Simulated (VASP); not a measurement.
# OInBrH2 in VASP: reference runs

Reference runs on OInBrH2: the cell as given.

Everything below comes from runs of VASP 6.6.1. Logs are shortened: lines on timing, memory, paths and dates and some standing lists are left out, and cuts for length are marked.

**1. Starting point**

The cell holds a molecule in a box, 5 atoms: a = 13.000 Å, b = 13.000 Å, c = 11.000 Å, α = 90.00°, β = 90.00°, γ = 90.00°.

**2. Single point, PBE**

The input, INCAR:

```
SYSTEM = InH2BrO
PREC = Accurate ; ENCUT = 520
EDIFF = 1E-7 ; ISMEAR = 0
SIGMA = 0.01 ; LREAL = .FALSE.
LASPH = .TRUE. ; NELM = 80
ALGO = Normal ; ISIF = 2
LWAVE = .FALSE. ; LCHARG = .FALSE.
GGA = PE ; NBANDS = 22
```

The input, KPOINTS:

```
regular mesh
0
G
  1 1 1
  0 0 0
```

The input, POSCAR:

```
InH2BrO
1.0
   13.0000000000      0.0000000000      0.0000000000
    0.0000000000     13.0000000000      0.0000000000
    0.0000000000      0.0000000000     11.0000000000
O In Br H
1 1 1 2
Direct
    0.4045115400      0.4552692300      0.4497318200
    0.5396884600      0.5095615400      0.5000227300
    0.6406346200      0.3712769200      0.5939681800
    0.3613653800      0.5061538500      0.4122136400
    0.5836500000      0.6319538500      0.4833590900
```

Potentials or basis: VASP PAW PBE potentials, release 64 (O, In_d, Br, H).

Started as:

```bash
> cat potpaw_PBE.64/O/POTCAR potpaw_PBE.64/In_d/POTCAR potpaw_PBE.64/Br/POTCAR potpaw_PBE.64/H/POTCAR > POTCAR
> mpirun -np 1 vasp_gam > vasp.out
```

OUTCAR:

```text
SYSTEM = InH2BrO
   PREC = Accurate
   ENCUT = 520
   EDIFF = 1E-7
   ISMEAR = 0
   LREAL = .FALSE.
   LASPH = .TRUE.
   NELM = 80
   ISIF = 2
   GGA = PE

 ion  position               nearest neighbor table
   1  0.405  0.455  0.450-   4 0.96   2 1.97
   2  0.540  0.510  0.500-   5 1.70   1 1.97   3 2.45
   3  0.641  0.371  0.594-   2 2.45
   4  0.361  0.506  0.412-   1 0.96
   5  0.584  0.632  0.483-   2 1.70

  LATTYP: Found a simple tetragonal cell.
 ALAT       =    13.0000000000
 C/A-ratio  =     0.8461538462

  Lattice vectors:

 A1 = (  13.0000000000,   0.0000000000,   0.0000000000)
 A2 = (   0.0000000000,  13.0000000000,   0.0000000000)
 A3 = (   0.0000000000,   0.0000000000,  11.0000000000)

Analysis of symmetry for initial positions (statically):
=====================================================================
 Subroutine PRICEL returns:
 Original cell was already a primitive cell.

 Routine SETGRP: Setting up the symmetry group for a
 simple tetragonal supercell.

 Subroutine GETGRP returns: Found  1 space group operations
 (whereof  1 operations were pure point group operations)
 out of a pool of 16 trial point group operations.

The static configuration has the point symmetry C_1 .

Analysis of symmetry for dynamics (positions and initial velocities):
=====================================================================
 Subroutine PRICEL returns:
 Original cell was already a primitive cell.

 Routine SETGRP: Setting up the symmetry group for a
 simple tetragonal supercell.

 Subroutine GETGRP returns: Found  1 space group operations
 (whereof  1 operations were pure point group operations)
 out of a pool of 16 trial point group operations.

The dynamic configuration has the point symmetry C_1 .

 Subroutine INISYM returns: Found  1 space group operations
 (whereof  1 operations are pure point group operations),
 and found     1 'primitive' translations

----------------------------------------------------------------------------------------

                                     Primitive cell

  volume of cell :    1859.0000

  direct lattice vectors                    reciprocal lattice vectors
    13.000000000  0.000000000  0.000000000     0.076923077  0.000000000  0.000000000
     0.000000000 13.000000000  0.000000000     0.000000000  0.076923077  0.000000000
     0.000000000  0.000000000 11.000000000     0.000000000  0.000000000  0.090909091

  length of vectors
    13.000000000 13.000000000 11.000000000     0.076923077  0.076923077  0.090909091

  position of ions in fractional coordinates (direct lattice)
     0.404511540  0.455269230  0.449731820
     0.539688460  0.509561540  0.500022730
     0.640634620  0.371276920  0.593968180
     0.361365380  0.506153850  0.412213640
     0.583650000  0.631953850  0.483359090

  ion indices of the primitive-cell ions
   primitive index   ion index
                 1           1
                 2           2
                 3           3
                 4           4
                 5           5

----------------------------------------------------------------------------------------

 KPOINTS: regular mesh

Automatic generation of k-mesh.
 Grid dimensions read from file:
 generate k-points for:    1    1    1

 Generating k-lattice:

  Cartesian coordinates                     Fractional coordinates (reciprocal lattice)
     0.076923077  0.000000000  0.000000000     1.000000000  0.000000000  0.000000000
     0.000000000  0.076923077  0.000000000     0.000000000  1.000000000  0.000000000
     0.000000000  0.000000000  0.090909091     0.000000000  0.000000000  1.000000000

  Length of vectors
     0.076923077  0.076923077  0.090909091

  Shift w.r.t. Gamma in fractional coordinates (k-lattice)
     0.000000000  0.000000000  0.000000000

 Subroutine IBZKPT returns following result:
 ===========================================

 Found      1 irreducible k-points:

 Following reciprocal coordinates:
            Coordinates               Weight
  0.000000  0.000000  0.000000      1.000000
   k-points           NKPTS =      1   k-points in BZ     NKDIM =      1   number of bands    NBANDS=     22
   number of dos      NEDOS =    301   number of ions     NIONS =      5
   total plane-waves  NPLWV = 806736
   dimension x,y,z NGX =    98 NGY =   98 NGZ =   84
   dimension x,y,z NGXF=   196 NGYF=  196 NGZF=  168
   ions per type =               1   1   1   2
   NGX,Y,Z   is equivalent  to a cutoff of  12.53, 12.53, 12.70 a.u.
   NGXF,Y,Z  is equivalent  to a cutoff of  25.06, 25.06, 25.39 a.u.
 SYSTEM =  InH2BrO
   PREC   = accura    normal or accurate (medium, high low for compatibility)
   ISTART =      0    job   : 0-new  1-cont  2-samecut
   ICHARG =      2    charge: 1-file 2-atom 10-const
   ISPIN  =      1    spin polarized calculation?
   LNONCOLLINEAR =      F non collinear calculations
   LSORBIT =      F    spin-orbit coupling
   LASPH  =      T    aspherical Exc in radial PAW
   ENCUT  =  520.0 eV  38.22 Ry    6.18 a.u.  24.17 24.17 20.45*2*pi/ulx,y,z
   NELM   =     80;   NELMIN=  2; NELMDL= -5     # of ELM steps
   EDIFF  = 0.1E-06   stopping-criterion for ELM
   LREAL  =      F    real-space projection
   EDIFFG = 0.1E-05   stopping-criterion for IOM
   NSW    =      0    number of steps for IOM
   IBRION =     -1    ionic relax: 0-MD 1-quasi-New 2-CG
   NFREE  =      0    steps in history (QN), initial steepest desc. (CG)
   ISIF   =      2    stress and relaxation
   ISYM   =      2    0-nonsym 1-usesym 2-fastsym
   POTIM  = 0.5000    time-step for ionic-motion
   TEBEG  =    0.0;   TEEND  =   0.0 temperature during run
   PSTRESS=    0.0 pullay stress
   NELECT =      28.0000    total number of electrons
   NUPDOWN=      -1.0000    fix difference up-down
   EMIN   =  10.00;   EMAX   =-10.00  energy-range for DOS
   EFERMI =   0.00;   METHOD = LEGACY
   ISMEAR =     0;   SIGMA  =   0.01  broadening in eV -4-tet -1-fermi 0-gaus
   EFERMI_NEDOS =   21; number of points for ismear=-14 and -15
   IALGO  =     38    algorithm
   IMIX   =      4    mixing-type and parameters
     AMIX     =   0.40;   BMIX     =  1.00
     AMIX_MAG =   1.60;   BMIX_MAG =  1.00
  volume/ion in A,a.u.               =     371.80      2509.03
  Fermi-wavevector in a.u.,A,eV,Ry     =   0.404297  0.764011  2.223960  0.163456
  Thomas-Fermi vector in A             =   1.355827
   LORBIT       =      0    0 simple, 1 ext, 2 COOP (PROOUT), +10 PAW based schemes
   GGA     = PE    functional components
   LHFCALC =     F    Hartree Fock is set to
   AEXX    =    0.0000 exact exchange contribution
   IVDW    =     0    specifies the selected vdW correction
   LEPSILON=     F    determine dielectric tensor
   LRPA    =     F    only Hartree local field effects (RPA)
 non-spin polarized calculation
 Gauss-broadening in eV      SIGMA  =   0.01
  energy-cutoff  :      520.00
  volume of cell :     1859.00
 maximum number of plane-waves:     25047
 NGX is ok and might be reduce to    98
   NGX = 49   NGY = 49   NGZ = 41

 number of electron      28.0000007 magnetization

 Free energy of the ion-electron system (eV)
  ---------------------------------------------------
  ext. energy  EPLUGINS =         0.00000000
  ---------------------------------------------------
  free energy    TOTEN  =       -18.29367836 eV

  energy without entropy =      -18.29367836  energy(sigma->0) =      -18.29367836

 E-fermi :  -6.4938     XC(G=0):  -0.8366

 val. band max:       -6.5866678425   @ k =   0.0000   0.0000   0.0000
 cond. band min:      -2.0862416302   @ k =   0.0000   0.0000   0.0000
 fundamental gap:      4.5004262122
 Fermi energy:        -6.4937854639

 k-point     1 :       0.0000    0.0000    0.0000
  band No.  band energies     occupation
      1     -24.0266      2.00000
      2     -19.9522      2.00000
      3     -19.3884      2.00000
      4     -19.3340      2.00000
      5     -19.2497      2.00000
      6     -19.0480      2.00000
[... 14 lines left out ...]
     21       0.8918      0.00000
     22       1.0591      0.00000

------------------------ aborting loop because EDIFF is reached ----------------------------------------

  FORCE on cell =-STRESS in cart. coord.  units (eV):
  Direction    XX          YY          ZZ          XY          YZ          ZX
  --------------------------------------------------------------------------------------
  -------------------------------------------------------------------------------------
  Total        1.2590673      0.9576122      0.2537275     -0.0008797     -0.2837207      0.5574170
  in kB        1.0851259      0.8253171      0.2186748     -0.0007582     -0.2445244      0.4804093
  external PRESSURE =       0.7097059 kB  Pullay stress =       0.0000000 kB

 VOLUME and BASIS-vectors are now :
 -----------------------------------------------------------------------------
  energy-cutoff  :      520.00
  volume of cell :     1859.00
      direct lattice vectors                 reciprocal lattice vectors
    13.000000000  0.000000000  0.000000000     0.076923077  0.000000000  0.000000000
     0.000000000 13.000000000  0.000000000     0.000000000  0.076923077  0.000000000
     0.000000000  0.000000000 11.000000000     0.000000000  0.000000000  0.090909091

 POSITION                                       TOTAL-FORCE (eV/Angst)
 -----------------------------------------------------------------------------------
      5.25865      5.91850      4.94705        -0.137698     -0.675023      0.122671
      7.01595      6.62430      5.50025         0.325696      0.285421      0.057120
      8.32825      4.82660      6.53365         0.122611     -0.195722      0.106385
      4.69775      6.58000      4.53435        -0.378170      0.437287     -0.275582
      7.58745      8.21540      5.31695         0.067561      0.148038     -0.010594
 -----------------------------------------------------------------------------------
    total drift:                                0.001878      0.001540     -0.000051

  FREE ENERGIE OF THE ION-ELECTRON SYSTEM (eV)
  ---------------------------------------------------
  free  energy   TOTEN  =       -18.2936783588 eV

  energy  without entropy=      -18.2936783588  energy(sigma->0) =      -18.29367836
```

Wall time 1.8 min (1 thread of Intel Xeon 6975P-C (Granite Rapids), shared host); peak memory 1.4 GiB.

Results:

| Item | Value |
| --- | --- |
| Free energy | -18.2937 eV |
| Largest force | 0.700 eV/Å |
| Gap between the frontier levels | 4.50 eV |

Forces in eV/Å, atoms in the order of the input:
```
O   -0.138 -0.675  0.123
In   0.326  0.285  0.057
Br   0.123 -0.196  0.106
H   -0.378  0.437 -0.276
H    0.068  0.148 -0.011
```

Caveat: spin-orbit coupling is left out, which moves the levels of the heavy elements. As with any semilocal functional, this PBE gap is likely too small.
